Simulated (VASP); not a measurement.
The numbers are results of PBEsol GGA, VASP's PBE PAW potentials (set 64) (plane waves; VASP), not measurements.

The input files of a VASP run:

### POSCAR
```
BAs
1
    0.0000000000     2.3012403744     2.3012403744
    2.3012403744     0.0000000000     2.3012403744
    2.3012403744     2.3012403744     0.0000000000
B As
1 1
Direct
  0.0000000000   0.0000000000   0.0000000000
  0.2500000000   0.2500000000   0.2500000000
```

**INCAR**
```
SYSTEM = BAs
PREC = Accurate
ENCUT = 620
EDIFF = 1E-6
NELM = 100
ALGO = Normal
LREAL = .FALSE.
LASPH = .TRUE.
ISMEAR = 0
SIGMA = 0.05
GGA = PS
LMAXMIX = 4
LWAVE = .FALSE.
LCHARG = .FALSE.
IBRION = 2
ISIF = 3
NSW = 40
EDIFFG = -0.02
PSTRESS = 200
```

### KPOINTS
```
Automatic mesh
0
Gamma
10 10 10
0 0 0
```

POTCAR, in this order: B As (PBE.64 set). Program: vasp_std.

The run wrote:

### OUTCAR
```
 ion  position               nearest neighbor table
   1  0.000  0.000  0.000-   2 1.99   2 1.99   2 1.99   2 1.99
   2  0.250  0.250  0.250-   1 1.99   1 1.99   1 1.99   1 1.99
  LATTYP: Found a face centered cubic cell.
 ALAT       =     4.6024807488
 Subroutine PRICEL returns:
 Original cell was already a primitive cell.
 Subroutine GETGRP returns: Found 24 space group operations
The static configuration has the point symmetry T_d .
The dynamic configuration has the point symmetry T_d .
 Subroutine INISYM returns: Found 24 space group operations
 Subroutine IBZKPT returns following result:
 Found     47 irreducible k-points:

 Following reciprocal coordinates:
            Coordinates               Weight
  0.000000  0.000000  0.000000      1.000000
  0.100000  0.000000  0.000000      8.000000
  0.200000  0.000000  0.000000      8.000000
  0.300000  0.000000  0.000000      8.000000
  0.400000  0.000000  0.000000      8.000000
  0.500000  0.000000  0.000000      4.000000
  0.100000  0.100000  0.000000      6.000000
  0.200000  0.100000  0.000000     24.000000
  0.300000  0.100000  0.000000     24.000000
  0.400000  0.100000  0.000000     24.000000
  0.500000  0.100000  0.000000     24.000000
 -0.400000  0.100000  0.000000     24.000000
 -0.300000  0.100000  0.000000     24.000000
 -0.200000  0.100000  0.000000     24.000000
 -0.100000  0.100000  0.000000     12.000000
  0.200000  0.200000  0.000000      6.000000
  0.300000  0.200000  0.000000     24.000000
  0.400000  0.200000  0.000000     24.000000
  0.500000  0.200000  0.000000     24.000000
 -0.400000  0.200000  0.000000     24.000000
 -0.300000  0.200000  0.000000     24.000000
 -0.200000  0.200000  0.000000     12.000000
  0.300000  0.300000  0.000000      6.000000
  0.400000  0.300000  0.000000     24.000000
...
```

### OSZICAR
```
       N       E                     dE             d eps       ncg     rms          rms(c)
DAV:   1     0.141742874616E+02    0.14174E+02   -0.43260E+03   752   0.102E+03
DAV:   2    -0.125405957298E+02   -0.26715E+02   -0.25579E+02  1136   0.116E+02
DAV:   3    -0.128852248049E+02   -0.34463E+00   -0.34463E+00   824   0.174E+01
DAV:   4    -0.128856286644E+02   -0.40386E-03   -0.40386E-03  1176   0.655E-01
DAV:   5    -0.128856287426E+02   -0.78225E-07   -0.78365E-07   808   0.687E-03    0.570E+00
DAV:   6    -0.121528097907E+02    0.73282E+00   -0.20002E+00   792   0.764E+00    0.285E+00
DAV:   7    -0.120522883301E+02    0.10052E+00   -0.31164E-01  1040   0.329E+00    0.992E-01
DAV:   8    -0.120415522966E+02    0.10736E-01   -0.22434E-02   816   0.103E+00    0.132E-01
DAV:   9    -0.120416868563E+02   -0.13456E-03   -0.48765E-04  1000   0.196E-01    0.755E-02
DAV:  10    -0.120417421930E+02   -0.55337E-04   -0.13165E-04   800   0.786E-02    0.166E-02
DAV:  11    -0.120417439564E+02   -0.17634E-05   -0.35271E-06  1112   0.170E-02    0.152E-02
DAV:  12    -0.120417434715E+02    0.48489E-06   -0.10634E-06   424   0.655E-03
   1 F= -.89992100E+01 E0= -.89992100E+01  d E =-.899921E+01
```

File OUTCAR:
```
------------------------ aborting loop because EDIFF is reached ----------------------------------------
  FORCE on cell =-STRESS in cart. coord.  units (eV):
  Direction    XX          YY          ZZ          XY          YZ          ZX
  --------------------------------------------------------------------------------------
  Total        3.0154958      3.0154958      3.0154958     -0.0000000      0.0000000     -0.0000000
  in kB      198.2226846    198.2226846    198.2226846     -0.0000000      0.0000000     -0.0000000
  external PRESSURE =      -1.7773154 kB  Pullay stress =     200.0000000 kB
  volume of cell :       24.37
      direct lattice vectors                 reciprocal lattice vectors
     0.000000000  2.301240374  2.301240374    -0.217274130  0.217274130  0.217274130
     2.301240374  0.000000000  2.301240374     0.217274130 -0.217274130  0.217274130
     2.301240374  2.301240374  0.000000000     0.217274130  0.217274130 -0.217274130
  FREE ENERGIE OF THE ION-ELECTRON SYSTEM (eV)
  ---------------------------------------------------
  free  energy   TOTEN  =       -12.0417434715 eV

  energy  without entropy=      -12.0417434715  energy(sigma->0) =      -12.04174347
  enthalpy is  TOTEN    =        -8.9992100062 eV   P V=        3.0425334653

 reached required accuracy - stopping structural energy minimisation
```
(Selected blocks of OUTCAR.)

The structure was generated: BAs was put into the zinc blende type (F-43m), which need not be its known phase. It was relaxed first under an external pressure of 20 GPa.
